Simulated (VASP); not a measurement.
```
Al3Zn
1.0
    3.98015     0.00000     0.00000
    0.00000     3.98015     0.00000
    0.00000     0.00000     3.98015
Al Zn
3 1
Direct
  0.00000   0.50000   0.50000
  0.50000   0.00000   0.50000
  0.50000   0.50000   0.00000
  0.00000   0.00000   0.00000
```

All values below come from PBEsol GGA, VASP's PBE PAW potentials (set 64) (plane waves; VASP). Run with 400 eV cut-off, Gaussian smearing of 0.050 eV, potentials Al Zn.

**Question.** Give the energies of bands 6 to 13 at the high-symmetry points, in eV from the Fermi level.

**Answer.** 
```tsv
band	Γ	X	M	R
6	-7.55	-7.54	-6.52	-4.75
7	-2.63	-7.35	-6.52	-4.25
8	-2.63	-0.26	-6.13	-4.25
9	-2.63	-0.26	-5.97	-4.25
10	-1.30	-0.24	1.28	-3.80
11	-0.61	-0.24	2.24	-3.62
12	-0.61	0.48	2.24	-3.62
13	5.97	1.38	2.35	-3.62
```

It has no gap at this level: it comes out as a metal or semimetal.

The structure comes from a computed database's Al3Zn entry (Pm-3m); how it stands against other phases isn't given here. It was relaxed first. The electron count is odd and the run is not spin-polarised, which forces a metal.
